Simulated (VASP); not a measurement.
Data:

```
BiB
1.0
    3.89760     0.00000     0.00000
   -1.94880     3.37542     0.00000
    0.00000     0.00000     9.97600
B Bi
2 2
Direct
  0.33333   0.66667   0.25000
  0.66667   0.33333   0.75000
  0.66667   0.33333   0.25000
  0.33333   0.66667   0.75000
```

Computed with PBEsol GGA, VASP's PBE PAW potentials (set 64) (plane waves; VASP). Run with 520 eV cut-off, 7×7×3 Γ-centred mesh, Gaussian smearing of 0.050 eV, potentials B Bi_d.

Energy and stress use the plane-wave basis of the starting cell. Without a dispersion term in the relaxation, distances and binding between the weakly bound layers, chains or molecules are unreliable, and so is what depends on them.

Q: The ions, cell shape and volume are relaxed. Give the cell that the relaxation ends in.

A: 
```
BiB
1.0
    3.83837     0.00000     0.00000
   -1.91918     3.32412     0.00000
    0.00000     0.00000     9.52039
B Bi
2 2
Direct
  0.33333   0.66667   0.25000
  0.66667   0.33333   0.75000
  0.66667   0.33333   0.25000
  0.33333   0.66667   0.75000
```
Space group P6_3/mmc (194), at a tolerance of 0.03 Å.

Q: How do energy and volume change from the first to the last step?

A: The energy (σ→0) changes by -10.8 meV/atom and the volume by -7.4 %, in 12 ionic steps.

The structure was generated: BBi was put into the layered h-BN type type (P6_3/mmc), which need not be its known phase. This run relaxes it. Symmetry was kept, so distortions that lower it aren't found.
